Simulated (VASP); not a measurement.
Calculation: r2SCAN meta-GGA, VASP's PBE PAW potentials (set 64) (plane waves; VASP 6.6.1).

A VASP calculation is set up with these files.

File KPOINTS:
```
Automatic mesh
0
Gamma
6 3 4
0 0 0
```

### INCAR
```
! general
SYSTEM  = CuI
PREC    = Accurate
ENCUT   = 400
LREAL   = F
LASPH   = T   ! aspherical one-centre terms

! electronic loop
EDIFF   = 1E-6
NELM    = 100   ! most electronic steps
ALGO    = Normal   ! blocked Davidson
LMAXMIX = 4   ! l cut-off of mixed one-centre charges
LMIXTAU = T

! smearing
ISMEAR  = 0
SIGMA   = 0.05   ! width (eV)

! functional
METAGGA = R2SCAN

! ions
IBRION  = 2   ! conjugate gradients
NSW     = 60   ! most ionic steps
ISIF    = 3   ! ions, shape and volume
EDIFFG  = -0.02   ! ionic stop

! output
LWAVE   = F
LCHARG  = F
```

**POSCAR**
```
CuI
1
    4.2508970734     0.0000000000    -0.0022952675
    0.0000000000     8.5135813312     0.0000000000
   -4.2496055573     0.0000000000     6.0191521246
Cu I
4 4
Direct
  0.7296059906   0.6265889548   0.2680929436
  0.7296059906   0.3734110452   0.7680929436
  0.7354187017   0.1233591390   0.2693535462
  0.7354187017   0.8766408610   0.7693535462
  0.9783434699   0.6246742611   0.0170663195
  0.9783434699   0.3753257389   0.5170663195
  0.9837418377   0.1250634569   0.0183971906
  0.9837418377   0.8749365431   0.5183971906
```

POTCAR, in this order: Cu I (PBE.64 set). Program: vasp_std.

Unless said otherwise, spin-orbit coupling is left out, though it shifts the bands of the heavy elements here.

Task: Predict the energy per atom (σ→0), volume per atom, band gap (on the k-mesh).

Result: 
| Property | Value |
|---|---|
| energy per atom (σ→0) | -17.895 eV/atom |
| band gap (on the k-mesh) | 1.69 eV |
| volume per atom | 27.15 Å³/atom |

**OSZICAR**
```
...
DAV:   4    -0.143161833031E+03    0.18794E-03   -0.10083E-03  3018   0.188E-01    0.597E-02
DAV:   5    -0.143161856608E+03   -0.23577E-04   -0.19371E-04  3755   0.272E-01    0.494E-02
DAV:   6    -0.143161861995E+03   -0.53872E-05   -0.21669E-05  3359   0.577E-02    0.444E-02
DAV:   7    -0.143161885096E+03   -0.23101E-04   -0.28433E-05  3258   0.128E-01    0.201E-02
DAV:   8    -0.143161880895E+03    0.42012E-05   -0.20198E-05  3247   0.148E-01    0.822E-03
DAV:   9    -0.143161884786E+03   -0.38909E-05   -0.90664E-06  2851   0.313E-02    0.366E-03
DAV:  10    -0.143161885061E+03   -0.27487E-06   -0.87440E-07  1612   0.158E-02
   2 F= -.14316189E+03 E0= -.14316189E+03  d E =-.372831E-03
```

The structure comes from a computed database's CuI entry (Pc); how it stands against other phases isn't given here. This run relaxes it. Symmetry was kept, so distortions that lower it aren't found. The start is the result of an earlier pass.
